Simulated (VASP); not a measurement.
# CS2 under changes of volume

One of the cells (21.787 Å³/atom); the others are scaled copies at fixed shape and fractional positions:

```
S C
1.0
     2.87412   -2.60186    0.00000
     2.87412    2.60186    0.00000
     0.00000    0.00000    8.74038
S C
4 2
Direct
  0.20361 0.79639 0.87105
  0.29639 0.70361 0.37105
  0.70361 0.29639 0.62895
  0.79639 0.20361 0.12895
  0.50000 0.50000 0.50000
  0.00000 0.00000 0.00000
```

The cell comes from a database or a generator and needn't be the stable form of this composition.

```yaml
Program: VASP 6.6.1
Functional: LDA
Potentials_or_basis: VASP PAW LDA potentials, release 64 (S, C)
Cutoff: 520 eV
k_mesh: 6 × 6 × 4
Occupations: gaussian, width 0.02 eV
Spin: no spin polarisation
```

| volume (Å³/atom) | energy over the lowest point (meV/atom) | pressure (GPa) | gap on the mesh (eV) | largest force (eV/Å) |
| --- | --- | --- | --- | --- |
| 20.916 | 9.38 | 3.4 | 2.28 | 1.143 |
| 21.351 | 2.38 | 1.6 | 2.30 | 0.561 |
| 21.787 | 0.00 | 0.0 | 2.32 | 0.018 |
| 22.223 | ? | ? | ? | ? |
| 22.659 | 7.35 | -2.8 | 2.35 | 0.964 |

Task: What does the run at 22.223 Å³/atom give?

Result: Energy over the lowest point 1.78 meV/atom; pressure -1.5 GPa; gap on the mesh 2.34 eV; largest force 0.491 eV/Å.

Worked out: A Birch-Murnaghan fit of order 2 (a polynomial in V^(-2/3)) to the other rows has its minimum at 21.81 Å³/atom with B0 = V·E''(V) = 76 GPa at fixed shape and positions, which overstates the stiffness. It gives 1.78 meV/atom at 22.223 Å³/atom, against the run's 1.78, and -dE/dV = -1.4 GPa, against -1.5. A straight line through the other rows of the gap, of slope 0.873 eV per unit of ln V, gives 2.33 eV, against the run's 2.34.

Energies are extrapolated to zero smearing.

Caveats: forces of over 1 eV/Å show positions far from the minimum, so gaps and moduli don't describe the material at rest (some runs).

A mesh can miss the band edges.
